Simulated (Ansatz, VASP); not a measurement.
**TaNi3 in two plane-wave programs**

Aim: how closely do two programs agree when they are given the same cell, functional and k mesh?

Method: plane waves, with VASP 6.6.1 beside it; single point at PBEsol, DFT+U, in Ansatz 0.2.0.

## (1) The starting structure

It takes space group Pmmn (No. 59, orthorhombic). Conventional cell: a = 4.250 Å, b = 5.114 Å, c = 4.542 Å, α = 90.00°, β = 90.00°, γ = 90.00°. Nearest to Ta lie 12 Ni at 2.55 to 2.63 Å. Nearest to Ni lie 8 Ni at 2.55 to 2.63 Å and 4 Ta at 2.61 to 2.63 Å. Ni has 4 Ta at 2.55 to 2.56 Å and 8 Ni at 2.61 to 2.63 Å nearest. Farther neighbours are not listed.

## (2) VASP: single point, PBEsol, DFT+U

A single point gives forces, pressure and levels at one fixed geometry, so differences don't come from the geometry; what else differs is listed under the comparison.

Lines of VASP's logs that name or quote its potential files are left out, and so is its time.

The input, INCAR:

```
SYSTEM = TaNi3
PREC = Normal
ENCUT = 350
EDIFF = 1E-06
NELM = 150
ISMEAR = 1
SIGMA = 0.1
LREAL = .FALSE.
ALGO = Normal
GGA = PS
NBANDS = 54
ISPIN = 2
MAGMOM = 0 0 1 1 -1 -1 -1 1
LDAU = .TRUE.
LDAUTYPE = 2
LDAUL = -1 2
LDAUU = 0 4
LDAUJ = 0 0
LDAUPRINT = 1
LASPH = .TRUE.
LMAXMIX = 4
LORBIT = 11
LWAVE = .FALSE.
LCHARG = .FALSE.
KPAR = 2
AMIX = 0.2
BMIX = 1E-04
AMIX_MAG = 0.8
BMIX_MAG = 1E-04
```

The input, POSCAR:

```
TaNi3
1.0
    4.2500000000      0.0000000000      0.0000000000
    0.0000000000      5.1140000000      0.0000000000
    0.0000000000      0.0000000000      4.5420000000
Ta Ni
2 6
Direct
    0.5000000000      0.5000000000      0.6550000000
    0.0000000000      0.0000000000      0.3450000000
    0.5000000000      0.2500000000      0.1550000000
    0.5000000000      0.7500000000      0.1550000000
    0.0000000000      0.7500000000      0.8450000000
    0.0000000000      0.2500000000      0.8450000000
    0.0000000000      0.5000000000      0.3450000000
    0.5000000000      0.0000000000      0.6550000000
```

The input, KPOINTS:

```
Automatic mesh
0
Gamma
4 4 4
0 0 0
```

The projector-augmented-wave data sets are Ta and Ni (PBE family, release 64).

On the command line:

```bash
$ mpirun -np 2 vasp_std
```

Numbers of over 12 decimals in the logs are rounded to 6 here.

What it wrote:

```text
[banner, memory and clock lines left out]
running    2 mpi-ranks, on    1 nodes
 distrk:  each k-point on    1 cores,    2 groups
 distr:  one band on    1 cores,    1 groups

 POSCAR found type information on POSCAR TaNi
 POSCAR found :  2 types and       8 ions
|                                                                             |
|               ----> ADVICE to this user running VASP <----                  |
|                                                                             |
|     You enforced a specific xc type in the INCAR file but a different       |
|     [... a line on the potential file left out ...]
|     I HOPE YOU KNOW WHAT YOU ARE DOING!                                     |
|                                                                             |

 LDA part: xc-table for (Slater+PW92), standard interpolation
 POSCAR, INCAR and KPOINTS ok, starting setup
 FFT: planning ... GRIDC
 FFT: planning ... GRID_SOFT
 FFT: planning ... GRID
 WAVECAR not read
 entering main loop
       N       E                     dE             d eps       ncg     rms          rms(c)
DAV:   1     0.437541713104E+03    0.43754E+03   -0.22782E+04  5832   0.128E+03
DAV:   2    -0.668931535991E+01   -0.44423E+03   -0.41527E+03  5838   0.298E+02
DAV:   3    -0.534062225170E+02   -0.46717E+02   -0.43546E+02  6530   0.116E+02
DAV:   4    -0.548228633605E+02   -0.14166E+01   -0.14036E+01  6486   0.215E+01
DAV:   5    -0.548472444213E+02   -0.24381E-01   -0.24375E-01  7350   0.222E+00    0.324E+01
DAV:   6    -0.515766834187E+02    0.32706E+01   -0.13553E+01  6444   0.434E+01    0.186E+01
DAV:   7    -0.502082469787E+02    0.13684E+01   -0.19267E+00  7350   0.229E+01    0.148E+01
DAV:   8    -0.499050534219E+02    0.30319E+00   -0.37856E+00  8716   0.316E+01    0.871E+00
DAV:   9    -0.495335101694E+02    0.37154E+00   -0.16750E+00  7184   0.234E+01    0.273E+00
DAV:  10    -0.495206556029E+02    0.12855E-01   -0.36211E-01  6930   0.645E+00    0.203E+00
DAV:  11    -0.495055076710E+02    0.15148E-01   -0.14601E-01  6856   0.469E+00    0.117E+00
DAV:  12    -0.494955599559E+02    0.99477E-02   -0.17804E-02  7288   0.130E+00    0.467E-01
DAV:  13    -0.494943880871E+02    0.11719E-02   -0.71194E-03  7368   0.517E-01    0.225E-01
DAV:  14    -0.494943512122E+02    0.36875E-04   -0.92895E-04  7096   0.267E-01    0.106E-01
DAV:  15    -0.494943608214E+02   -0.96092E-05   -0.27412E-04  6910   0.179E-01    0.529E-02
DAV:  16    -0.494943799076E+02   -0.19086E-04   -0.68605E-05  7952   0.778E-02    0.217E-02
DAV:  17    -0.494943904082E+02   -0.10501E-04   -0.30557E-05  6796   0.540E-02    0.153E-02
DAV:  18    -0.494943864949E+02    0.39133E-05   -0.64186E-06  6202   0.294E-02    0.575E-03
DAV:  19    -0.494943858085E+02    0.68648E-06   -0.15856E-06  3726   0.101E-02
   1 F= -.49494386E+02 E0= -.49494447E+02  d E =0.184169E-03  mag=     0.0000
```

OUTCAR, selected parts (step 2):

```text
ion  position               nearest neighbor table
   1  0.500  0.500  0.655-   7 2.55   7 2.55   8 2.56   8 2.56   3 2.61   4 2.61   3 2.61   4 2.61
                             5 2.63   5 2.63   6 2.63   6 2.63
   2  0.000  0.000  0.345-   8 2.55   8 2.55   7 2.56   7 2.56   5 2.61   6 2.61   5 2.61   6 2.61
                             3 2.63   3 2.63   4 2.63   4 2.63
   3  0.500  0.250  0.155-   6 2.55   6 2.55   4 2.56   4 2.56   1 2.61   8 2.61   1 2.61   8 2.61
                             7 2.63   2 2.63   2 2.63   7 2.63
   4  0.500  0.750  0.155-   5 2.55   5 2.55   3 2.56   3 2.56   1 2.61   8 2.61   1 2.61   8 2.61
                             7 2.63   2 2.63   2 2.63   7 2.63
   5  0.000  0.750  0.845-   4 2.55   4 2.55   6 2.56   6 2.56   2 2.61   7 2.61   2 2.61   7 2.61
                             1 2.63   1 2.63   8 2.63   8 2.63
   6  0.000  0.250  0.845-   3 2.55   3 2.55   5 2.56   5 2.56   2 2.61   7 2.61   2 2.61   7 2.61
                             1 2.63   1 2.63   8 2.63   8 2.63
   7  0.000  0.500  0.345-   1 2.55   1 2.55   2 2.56   2 2.56   5 2.61   6 2.61   5 2.61   6 2.61
                             3 2.63   4 2.63   3 2.63   4 2.63
   8  0.500  0.000  0.655-   2 2.55   2 2.55   1 2.56   1 2.56   3 2.61   4 2.61   3 2.61   4 2.61
                             5 2.63   6 2.63   5 2.63   6 2.63

  LATTYP: Found a simple orthorhombic cell.
 ALAT       =     4.2500000000
 B/A-ratio  =     1.0687058824
 C/A-ratio  =     1.2032941176

 Subroutine GETGRP returns: Found  8 space group operations
 (whereof  4 operations were pure point group operations)

The static configuration has the point symmetry C_2v.
 The point group associated with its full space group is D_2h.

 Found     27 irreducible k-points:

   k-points           NKPTS =     27   k-points in BZ     NKDIM =     27   number of bands    NBANDS=     54

   dimension x,y,z NGX =    20 NGY =   24 NGZ =   24
   dimension x,y,z NGXF=    40 NGYF=   48 NGZF=   48

   ENCUT  =  350.0 eV  25.72 Ry    5.07 a.u.   6.48  7.80  6.93*2*pi/ulx,y,z

   NELECT =      70.0000    total number of electrons

 k-points in reciprocal lattice and weights: Automatic mesh
   0.00000000  0.00000000  0.00000000       0.016
   0.25000000  0.00000000  0.00000000       0.031
   0.50000000  0.00000000  0.00000000       0.016
   0.00000000  0.25000000  0.00000000       0.031
   0.25000000  0.25000000  0.00000000       0.062
   0.50000000  0.25000000  0.00000000       0.031
   0.00000000  0.50000000  0.00000000       0.016
   0.25000000  0.50000000  0.00000000       0.031
   0.50000000  0.50000000  0.00000000       0.016
[...]
0.25000000  0.50000000  0.50000000       0.031
   0.50000000  0.50000000  0.50000000       0.016

atom =   3  type =  2  l = 2

 onsite density matrix

spin component  1

  0.8820  0.0000  0.0000 -0.0093 -0.0000
  0.0000  0.8718  0.0044 -0.0000 -0.0082
  0.0000  0.0044  0.8536 -0.0000 -0.0164
 -0.0093 -0.0000 -0.0000  0.8479  0.0000
 -0.0000 -0.0082 -0.0164  0.0000  0.8252

spin component  2

 occupancies and eigenvectors

  o =  0.8171  v =  0.0000 -0.1039 -0.3972 -0.0000 -0.9118  0.0000  0.0000  0.0000  0.0000  0.0000      0.0000  0.0000  0.0000  0.0000  0.0000  0.0000  0.0000  0.0000  0.0000  0.0000
  o =  0.8171  v =  0.0000  0.0000  0.0000  0.0000  0.0000  0.0000  0.1039  0.3971  0.0000  0.9119      0.0000  0.0000  0.0000  0.0000  0.0000  0.0000  0.0000  0.0000  0.0000  0.0000
  o =  0.8455  v = -0.2467  0.0000  0.0000 -0.9691 -0.0000  0.0000  0.0000  0.0000  0.0000  0.0000      0.0000  0.0000  0.0000  0.0000  0.0000  0.0000  0.0000  0.0000  0.0000  0.0000
  o =  0.8455  v =  0.0000  0.0000  0.0000  0.0000  0.0000 -0.2466 -0.0000  0.0000 -0.9691 -0.0000      0.0000  0.0000  0.0000  0.0000  0.0000  0.0000  0.0000  0.0000  0.0000  0.0000
  o =  0.8575  v =  0.0000 -0.4408  0.8402  0.0000 -0.3158  0.0000  0.0000  0.0000  0.0000  0.0000      0.0000  0.0000  0.0000  0.0000  0.0000  0.0000  0.0000  0.0000  0.0000  0.0000
[...]
o =  0.8500  v =  0.0000  1.0000  0.0000  0.0000  0.0000  0.0000  0.0000  0.0000  0.0000  0.0000      0.0000  0.0000  0.0000  0.0000  0.0000  0.0000  0.0000  0.0000  0.0000  0.0000
  o =  0.8629  v =  0.0000  0.0000 -0.1647  0.0000 -0.9863  0.0000  0.0000  0.0000  0.0000  0.0000      0.0000  0.0000  0.0000  0.0000  0.0000  0.0000  0.0000  0.0000  0.0000  0.0000
  o =  0.8629  v =  0.0000  0.0000  0.0000  0.0000  0.0000  0.0000  0.0000 -0.1644  0.0000 -0.9864      0.0000  0.0000  0.0000  0.0000  0.0000  0.0000  0.0000  0.0000  0.0000  0.0000
  o =  0.8705  v =  0.0000  0.0000  0.0000  0.0000  0.0000  0.0000  0.0000  0.0000  1.0000  0.0000      0.0000  0.0000  0.0000  0.0000  0.0000  0.0000  0.0000  0.0000  0.0000  0.0000
  o =  0.8705  v =  0.0000  0.0000  0.0000  1.0000  0.0000  0.0000  0.0000  0.0000  0.0000  0.0000      0.0000  0.0000  0.0000  0.0000  0.0000  0.0000  0.0000  0.0000  0.0000  0.0000
  o =  0.8757  v =  0.0000  0.0000  0.0000  0.0000  0.0000  0.0000  0.0000 -0.9864  0.0000  0.1644      0.0000  0.0000  0.0000  0.0000  0.0000  0.0000  0.0000  0.0000  0.0000  0.0000
  o =  0.8757  v =  0.0000  0.0000 -0.9863  0.0000  0.1647  0.0000  0.0000  0.0000  0.0000  0.0000      0.0000  0.0000  0.0000  0.0000  0.0000  0.0000  0.0000  0.0000  0.0000  0.0000

 average (electrostatic) potential at core
       1 -33.5953       2 -33.5953       3 -81.8629       4 -81.8629       5 -81.8629
       6 -81.8629       7 -81.9257       8 -81.9257

 E-fermi :   8.0379

 spin component 1
 k-point     1 :       0.0000    0.0000    0.0000
  band No.  band energies     occupation
    ...
     30       6.7325      1.00000
     31       6.8995      1.00000
     32       7.1082      1.00000
     33       7.4392      1.00000
     34       7.9417      1.02074
     35       8.4474     -0.00000
     36       9.0409     -0.00000
     37       9.1808     -0.00000
     38       9.5336     -0.00000
     39       9.6247     -0.00000
    ...

 k-point     2 :       0.2500    0.0000    0.0000
  band No.  band energies     occupation
    ...
     30       6.7214      1.00000
     31       6.7685      1.00000
     32       6.9629      1.00000
     33       7.4458      1.00000
     34       7.7674      1.00044
     35       8.3151     -0.00031
     36       8.9246     -0.00000
     37       8.9272     -0.00000
     38       9.3870     -0.00000
     39       9.4447     -0.00000
    ...

 k-point     3 :       0.5000    0.0000    0.0000
  band No.  band energies     occupation
    ...
     30       6.6059      1.00000
     31       7.1902      1.00000
     32       7.1902      1.00000
     33       7.7767      1.00069
     34       7.7767      1.00069
     35       8.8247     -0.00000
     36       8.8247     -0.00000
     37       8.8270     -0.00000
     38       8.8270     -0.00000
     39       9.4068     -0.00000
    ...

 k-point     4 :       0.0000    0.2500    0.0000
  band No.  band energies     occupation
    ...
     30       6.6638      1.00000
     31       6.6659      1.00000
     32       6.7277      1.00000
     33       7.1967      1.00000
     34       7.5834      1.00000
     35       8.3471     -0.00006
     36       8.6712     -0.00000
     37       8.8568     -0.00000
     38       9.5775     -0.00000
     39       9.8581     -0.00000
    ...

 k-point     5 :       0.2500    0.2500    0.0000
  band No.  band energies     occupation
    ...
     31       6.7990      1.00000
     32       7.1263      1.00000
     33       7.2341      1.00000
     34       7.3855      1.00000
     35       7.7667      1.00043
     36       8.2162     -0.01507
     37       8.9251     -0.00000
     38       9.2789     -0.00000
     39       9.6491     -0.00000
     40       9.8153     -0.00000
    ...

 k-point     6 :       0.5000    0.2500    0.0000
  band No.  band energies     occupation
    ...
     30       6.5839      1.00000
     31       7.1270      1.00000
     32       7.1270      1.00000
     33       7.2953      1.00000
     34       7.2953      1.00000
     35       8.1121      0.02635
     36       8.1121      0.02631
     37       8.8197     -0.00000
     38       8.8197     -0.00000
     39       9.6321     -0.00000
    ...

  Total      -10.3961793    -11.6075688    -10.3588443      0.0000000      0.0000000      0.0000000
  in kB     -168.7281559   -188.3887931   -168.1222150      0.0000000      0.0000000      0.0000000
  external PRESSURE =    -175.0797214 kB  Pullay stress =       0.0000000 kB

  energy-cutoff  :      350.00
  volume of cell :       98.72
      direct lattice vectors                 reciprocal lattice vectors
     4.250000000  0.000000000  0.000000000     0.235294118  0.000000000  0.000000000
     0.000000000  5.114000000  0.000000000     0.000000000  0.195541650  0.000000000
     0.000000000  0.000000000  4.542000000     0.000000000  0.000000000  0.220167327

 POSITION                                       TOTAL-FORCE (eV/Angst)
 -----------------------------------------------------------------------------------
      2.12500      2.55700      2.97501         0.000000      0.000000     -0.228870
      0.00000      0.00000      1.56699         0.000000      0.000000      0.228870
      2.12500      1.27850      0.70401         0.000000      0.062960      0.078459
      2.12500      3.83550      0.70401         0.000000     -0.062960      0.078459
      0.00000      3.83550      3.83799        -0.000000      0.062960     -0.078459
      0.00000      1.27850      3.83799        -0.000000     -0.062960     -0.078459
      0.00000      2.55700      1.56699         0.000000      0.000000     -0.509475
      2.12500      0.00000      2.97501         0.000000      0.000000      0.509475
 -----------------------------------------------------------------------------------
    total drift:                               -0.000000      0.000000     -0.000000

  FREE ENERGIE OF THE ION-ELECTRON SYSTEM (eV)
  ---------------------------------------------------
  free  energy   TOTEN  =       -49.4943858085 eV

  energy  without entropy=      -49.4945699778  energy(sigma->0) =      -49.49444720

 total charge
# of ion       s       p       d       tot
------------------------------------------
    1        0.697   0.766   3.161   4.624
    2        0.697   0.766   3.161   4.624
    3        0.509   0.476   8.531   9.516
    4        0.509   0.476   8.531   9.516
    5        0.509   0.476   8.531   9.516
    6        0.509   0.476   8.531   9.516
    7        0.525   0.470   8.566   9.561
    8        0.525   0.470   8.566   9.561
--------------------------------------------------
tot          4.478   4.378  57.576  66.432

 magnetization (x)
# of ion       s       p       d       tot
------------------------------------------
    1        0.000   0.000   0.000   0.000
    2       -0.000  -0.000  -0.000  -0.000
    3       -0.000  -0.000  -0.000  -0.000
    4       -0.000  -0.000  -0.000  -0.000
    5        0.000   0.000   0.000   0.000
    6        0.000   0.000   0.000   0.000
    7       -0.000   0.000   0.000   0.000
    8        0.000  -0.000  -0.000  -0.000
--------------------------------------------------
tot          0.000   0.000   0.000   0.000

[... 1 further part left out ...]
```

The moments of the start collapse, so the state is non-magnetic; other starts or orders were not tried. A U on the itinerant d states of such a compound is hard to justify; it moves the bands at the Fermi level. The data set Ta keeps the semicore shell frozen, which is cheaper and a little less accurate.

(Part 1 of 2 ends here.)

[Lines on the potential files, build, host, timing and source positions are cut from VASP's logs without a mark.]

[Logs are printed without paths, hosts, clocks, repeated set-up lines and the standing remarks that a program may print on its own settings, such as how far it seeks lower states.]

[Hosts, paths, dates, database ids (printed as entryN), source tags and the programs' standing remarks are cut or masked in the printed files.]
